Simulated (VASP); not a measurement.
These are PBE GGA with D3 dispersion (zero damping), VASP's PBE PAW potentials (set 64) (plane waves; VASP) values and carry that method's errors.

The input files of a VASP run:

### POSCAR
```
Pd
1
   -0.0000000000     1.9431305767     1.9431305767
    1.9431305767     0.0000000000     1.9431305767
    1.9431305767     1.9431305767     0.0000000000
Pd
1
Direct
  0.0000000000   0.0000000000   0.0000000000
```

INCAR:
```
! general
SYSTEM =Pd
PREC   =Accurate
ENCUT  =520
LREAL  =.False.
LASPH  =.True.

! electronic loop
EDIFF  =1E-7
NELM   =100
ALGO   =Normal
LMAXMIX=4

! smearing
ISMEAR =-5

! functional
GGA    =PE
IVDW   =11

! ions
ISIF   =2

! output
LWAVE  =.False.
LCHARG =.True.
LORBIT =11
NEDOS  =601
```

KPOINTS:
```
Automatic mesh
0
Gamma
18 18 18
0 0 0
```

POTCAR, in this order: Pd (PBE.64 set). Program: vasp_std.

Output

**OSZICAR**
```
       N       E                     dE             d eps       ncg     rms          rms(c)
DAV:   1     0.384637454369E+02    0.38464E+02   -0.52857E+03  3542   0.104E+03
DAV:   2    -0.509648946443E+01   -0.43560E+02   -0.42778E+02  3791   0.195E+02
DAV:   3    -0.548195469053E+01   -0.38547E+00   -0.38317E+00  4152   0.209E+01
DAV:   4    -0.548399130451E+01   -0.20366E-02   -0.20288E-02  4073   0.137E+00
DAV:   5    -0.548401539437E+01   -0.24090E-04   -0.23937E-04  4053   0.129E-01    0.787E+00
DAV:   6    -0.521873976115E+01    0.26528E+00   -0.11972E+00  3593   0.103E+01    0.387E+00
DAV:   7    -0.520658008839E+01    0.12160E-01   -0.11863E-02  3933   0.966E-01    0.200E+00
DAV:   8    -0.520264352185E+01    0.39366E-02   -0.12336E-03  3849   0.330E-01    0.758E-02
DAV:   9    -0.520262754032E+01    0.15982E-04   -0.26338E-05  4140   0.527E-02    0.126E-02
DAV:  10    -0.520263063839E+01   -0.30981E-05   -0.18936E-06  3933   0.144E-02    0.585E-03
DAV:  11    -0.520263014987E+01    0.48851E-06   -0.21701E-08  3293   0.166E-03    0.470E-04
DAV:  12    -0.520263016656E+01   -0.16689E-07   -0.27314E-09  1862   0.606E-04
   1 F= -.57941606E+01 E0= -.57941606E+01  d E =0.000000E+00
```

File OUTCAR:
```
------------------------ aborting loop because EDIFF is reached ----------------------------------------
 Edisp (eV)   -0.59153
  FORCE on cell =-STRESS in cart. coord.  units (eV):
  Direction    XX          YY          ZZ          XY          YZ          ZX
  --------------------------------------------------------------------------------------
  Total      -0.01833    -0.01833    -0.01833     0.00000     0.00000     0.00000
  in kB      -2.00110    -2.00110    -2.00110     0.00000     0.00000     0.00000
  external pressure =       -2.00 kB  Pullay stress =        0.00 kB
  volume of cell :       14.67
      direct lattice vectors                 reciprocal lattice vectors
     0.000000000  1.943130577  1.943130577    -0.257316727  0.257316727  0.257316727
     1.943130577  0.000000000  1.943130577     0.257316727 -0.257316727  0.257316727
     1.943130577  1.943130577  0.000000000     0.257316727  0.257316727 -0.257316727
 POSITION                                       TOTAL-FORCE (eV/Angst)
 -----------------------------------------------------------------------------------
      0.00000      0.00000      0.00000         0.000000     -0.000000     -0.000000
 -----------------------------------------------------------------------------------
    total drift:                               -0.000000     -0.000000     -0.000000
  FREE ENERGIE OF THE ION-ELECTRON SYSTEM (eV)
  ---------------------------------------------------
  free  energy   TOTEN  =        -5.7941605563 eV

  energy  without entropy=       -5.7941605563  energy(sigma->0) =       -5.79416056

 total charge

# of ion       s       p       d       tot
------------------------------------------
    1        0.492   0.481   8.480   9.453
```
(Selected blocks of OUTCAR.)

For a metal the tetrahedron method with Blöchl corrections gives inexact stress and forces.

The compound is Pd in the fcc structure. It was relaxed first.
